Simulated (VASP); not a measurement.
Given:

```yaml
crystal:
  lattice:
    - [0.00000, 2.79230, 2.79230]
    - [2.79230, 0.00000, 2.79230]
    - [2.79230, 2.79230, 0.00000]
  atoms:
    - { symbol: Ta, position: [0.00000, 0.00000, 0.00000] }
    - { symbol: Sb, position: [0.50000, 0.50000, 0.50000] }
```

Method: PBEsol GGA, VASP's PBE PAW potentials (set 64) (plane waves; VASP). Run with 400 eV cut-off, Gaussian smearing of 0.050 eV, potentials Ta_pv Sb.

Unless said otherwise, spin-orbit coupling is left out, though it shifts the bands of the heavy elements here.

What does the run give for the band gap (along the path) with the smallest direct gap where there is one?

```
Item                                                         Result
-------------------------  ----------------------------------------
band gap (along the path)  none (metal, semimetal or under 0.01 eV)
```

The absolute energy has meaning only against runs of the same code, potentials and settings.

The structure was generated: TaSb was put into the rock salt type (Fm-3m), which need not be its known phase. It was relaxed first, which changed the volume by -41 %.
